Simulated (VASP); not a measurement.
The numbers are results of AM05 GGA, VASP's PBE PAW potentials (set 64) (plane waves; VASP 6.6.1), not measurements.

A VASP calculation is set up with these files.

POSCAR:
```
BAs
1
   -0.0000000000     2.3876829634     2.3876829634
    2.3876829634     0.0000000000     2.3876829634
    2.3876829634     2.3876829634    -0.0000000000
B As
1 1
Direct
  0.0000000000   0.0000000000   0.0000000000
  0.2500000000   0.2500000000   0.2500000000
```

**INCAR**
```
# general
SYSTEM   =  BAs
PREC     =  Accurate
ENCUT    =  520
LREAL    =  .FALSE.
LASPH    =  .TRUE.
ICHARG   =  11

# electronic loop
EDIFF    =  1E-7
NELM     =  100
ALGO     =  Normal
LMAXMIX  =  4

# smearing
ISMEAR   =  0
SIGMA    =  0.05

# functional
GGA      =  AM

# output
LWAVE    =  .FALSE.
LCHARG   =  .FALSE.
LORBIT   =  11
```

File KPOINTS:
```
k-points along high-symmetry lines
15
Line-mode
Reciprocal
  0.000000   0.000000   0.000000 ! GAMMA
 -0.500000  -0.500000   0.000000 ! X

 -0.500000  -0.500000   0.000000 ! X
 -0.375000  -0.375000   0.250000 ! U

 -0.375000  -0.000000   0.375000 ! K
  0.000000   0.000000   0.000000 ! GAMMA

  0.000000   0.000000   0.000000 ! GAMMA
 -0.000000  -0.000000   0.500000 ! L

 -0.000000  -0.000000   0.500000 ! L
 -0.500000  -0.250000   0.250000 ! W

 -0.500000  -0.250000   0.250000 ! W
 -0.500000  -0.500000   0.000000 ! X
```

POTCAR, in this order: B As (PBE.64 set). Program: vasp_std. Read from the step before: CHGCAR.

The run wrote:

### OSZICAR
```
       N       E                     dE             d eps       ncg     rms          rms(c)
DAV:   1     0.148386846578E+02    0.14839E+02   -0.39361E+03  1440   0.877E+02
DAV:   2    -0.950262323791E+01   -0.24341E+02   -0.23002E+02  2264   0.104E+02
DAV:   3    -0.981586517287E+01   -0.31324E+00   -0.31324E+00  1736   0.158E+01
DAV:   4    -0.981621856950E+01   -0.35340E-03   -0.35340E-03  2168   0.559E-01
DAV:   5    -0.981621884437E+01   -0.27487E-06   -0.27487E-06  1712   0.954E-03
DAV:   6    -0.981621884563E+01   -0.12566E-08   -0.12455E-08  2152   0.423E-04
   1 F= -.98162188E+01 E0= -.98162188E+01  d E =-.426942E-12
```

**OUTCAR**
```
 val. band max:        6.0907733978   @ k =   0.0000   0.0000   0.0000

 cond. band min:       7.2050661285   @ k =  -0.3929  -0.3929   0.0000



 k-point     1 :       0.0000    0.0000    0.0000
  band No.  band energies     occupation
      1      -9.3397      2.00000
      2       6.0908      2.00000
      3       6.0908      2.00000
      4       6.0908      2.00000
      5       9.3215      0.00000
      6       9.3215      0.00000
      7       9.3215      0.00000
      8      10.8339      0.00000

 k-point     2 :      -0.0357   -0.0357    0.0000
  band No.  band energies     occupation
      1      -9.3116      2.00000
      2       5.9452      2.00000
      3       5.9510      2.00000
      4       5.9510      2.00000
      5       9.2343      0.00000
      6       9.4918      0.00000
      7       9.4918      0.00000
      8      10.9751      0.00000

 k-point     3 :      -0.0714   -0.0714    0.0000
  band No.  band energies     occupation
      1      -9.2275      2.00000
      2       5.5477      2.00000
      3       5.6004      2.00000
      4       5.6004      2.00000
      5       9.0245      0.00000
      6       9.9336      0.00000
      7       9.9336      0.00000
      8      11.3035      0.00000

 k-point     4 :      -0.1071   -0.1071    0.0000
  band No.  band energies     occupation
      1      -9.0877      2.00000
      2       4.9774      2.00000
      3       5.1508      2.00000
      4       5.1508      2.00000
      5       8.7587      0.00000
      6      10.5335      0.00000
      7      10.5335      0.00000
      8      11.6439      0.00000

 k-point     5 :      -0.1429   -0.1429    0.0000
  band No.  band energies     occupation
      1      -8.8929      2.00000
      2       4.3020      2.00000
      3       4.6734      2.00000
      4       4.6734      2.00000
      5       8.4728      0.00000
      6      11.2183      0.00000
      7      11.2183      0.00000
      8      11.8080      0.00000
...
```

The density is held fixed in this step, so its total energy and stress have no physical meaning.

The compound is BAs in the zinc blende structure. It was relaxed first.
